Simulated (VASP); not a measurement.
An input for Ansatz (written as the equivalent of a VASP run, and not itself run):

Ansatz 0.2 input:
```yaml
crystal:
  lattice:
    - [0.0000000, 2.8174690, 2.8174690]
    - [2.8174690, 0.0000000, 2.8174690]
    - [2.8174690, 2.8174690, 0.0000000]
  atoms:
    - { symbol: Sn, position: [0.0000000, 0.0000000, 0.0000000] }
    - { symbol: S, position: [0.2500000, 0.2500000, 0.2500000] }
kpoints:
  mp_grid: { grid: [7, 7, 7] }
hamiltonian:
  xc: pbesol
  pseudopotentials: { kind: paw }
scf:
  occupations: { method: gaussian, width: 0.05 }
  max_iter: 100
relax:
  max_steps: 60
  f_tol: 0.01
  cell: {}
output: { forces: true, stress: true, eigenvalues: true }
```

**Question.** Write the VASP files for the same calculation (PBEsol).

**Answer.** One answer among several that fit: 
**INCAR**
```
SYSTEM = SnS
PREC = Accurate
ENCUT = 400
EDIFF = 1E-6
NELM = 100
ALGO = Normal
LREAL = .FALSE.
LASPH = .TRUE.
ISMEAR = 0
SIGMA = 0.05
GGA = PS
LMAXMIX = 4
LWAVE = .FALSE.
LCHARG = .FALSE.
IBRION = 2
ISIF = 3
NSW = 60
EDIFFG = -0.01
```

POSCAR:
```
SnS
1.0
  0.0000000000   2.8174690000   2.8174690000
  2.8174690000   0.0000000000   2.8174690000
  2.8174690000   2.8174690000   0.0000000000
Sn S
1 1
Cart
  0.0000000000   0.0000000000   0.0000000000
  1.4087345000   1.4087345000   1.4087345000
```

KPOINTS:
```
Automatic mesh
0
Gamma
7 7 7
0 0 0
```

POTCAR, in this order: Sn_d S (PBE.64 set). Program: vasp_std.

Limits of the translation: each code has its own PAW files, so the cut-off isn't converted (ENCUT is set for VASP's; basis.ecutwfc is left out, and Ansatz then takes the one that its files recommend); Ansatz stops its SCF on the density residual and VASP on the energy change (EDIFF).

The structure was generated: SnS was put into the zinc blende type (F-43m), which need not be its known phase. This run relaxes it. Symmetry was kept, so distortions that lower it aren't found.
